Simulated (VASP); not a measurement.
VASP ran on this input.

POSCAR:
```
Ni
1
    0.0000000000     1.7621108003     1.7621108003
    1.7621108003     0.0000000000     1.7621108003
    1.7621108003     1.7621108003     0.0000000000
Ni
1
Direct
  0.0000000000   0.0000000000   0.0000000000
```

**KPOINTS**
```
Automatic mesh
0
Gamma
18 18 18
0 0 0
```

### INCAR
```
AGGAC  =  0.0
ALGO  =  Normal
EDIFF  =  1E-7
ENCUT  =  520
GGA  =  MK
ISIF  =  2
ISMEAR  =  1
ISPIN  =  2
LASPH  =  .TRUE.
LCHARG  =  .FALSE.
LMAXMIX  =  4
LORBIT  =  10
LREAL  =  .FALSE.
LUSE_VDW  =  .TRUE.
LWAVE  =  .FALSE.
MAGMOM  =  0.6
NELM  =  100
PARAM1  =  0.1234568
PARAM2  =  0.7114
PREC  =  Accurate
SIGMA  =  0.1
SYSTEM  =  Ni
ZAB_VDW  =  -1.8867
```

POTCAR, in this order: Ni (PBE.64 set). Program: vasp_std.

Question: Write an equivalent input for Quantum ESPRESSO's pw.x.

Answer: One equivalent input (not run):
```
&CONTROL
  calculation = 'scf'
  pseudo_dir = './pseudo'
  outdir = './out'
  tprnfor = .true.
  tstress = .true.
/
&SYSTEM
  ibrav = 0
  nat = 1
  ntyp = 1
  ecutwfc = 98
  occupations = 'smearing'
  smearing = 'methfessel-paxton'
  degauss = 0.00735
  input_dft = 'vdw-df2-b86r'
  nspin = 2
  starting_magnetization(1) = 0.06
/
&ELECTRONS
  conv_thr = 7.3e-09
  electron_maxstep = 100
/
ATOMIC_SPECIES
  Ni 58.693 Ni.upf
CELL_PARAMETERS angstrom
     0.0000000    1.7621108    1.7621108
     1.7621108    0.0000000    1.7621108
     1.7621108    1.7621108    0.0000000
ATOMIC_POSITIONS crystal
  Ni   0.0000000  0.0000000  0.0000000
K_POINTS automatic
  18 18 18 0 0 0
```
What does not carry over: the potentials are each code's own (VASP's PAW set, PseudoDojo norm-conserving files in pw.x), so ENCUT and ecutwfc are chosen apart and not converted; conv_thr bounds pw.x's estimated SCF error, while EDIFF bounds the energy change between steps; starting_magnetization is a fraction of the valence charge and MAGMOM a moment in μB, so they match only roughly.

The compound is Ni in the fcc structure. This cell is one point of a volume scan, at 1.03 of the reference volume.
